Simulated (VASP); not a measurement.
Given:

```
ZrB2
1.0
    1.58304    -2.74191     0.00000
    1.58304     2.74191     0.00000
    0.00000     0.00000     3.55639
Zr B
1 2
Direct
  0.00000   0.00000   0.00000
  0.33333   0.66667   0.50000
  0.66667   0.33333   0.50000
```

Method: r2SCAN meta-GGA, VASP's PBE PAW potentials (set 64) (plane waves; VASP). Run with 520 eV cut-off, 12×12×10 Γ-centred mesh, tetrahedra with Blöchl corrections, potentials Zr_sv B.

The cores are frozen, which limits the accuracy of field gradients.

Give the principal components of the electric field gradient (V/Å²) and the asymmetry η at each nucleus.

| atom | Vxx | Vyy | Vzz | η |
|---|---|---|---|---|
| Zr1 | -19.7 | -19.7 | 39.5 | 0.00 |
| B2 | -1.1 | -1.1 | 2.2 | 0.00 |
| B3 | -1.1 | -1.1 | 2.2 | 0.00 |

The compound is ZrB2 in the AlB2 type structure. It was relaxed first.
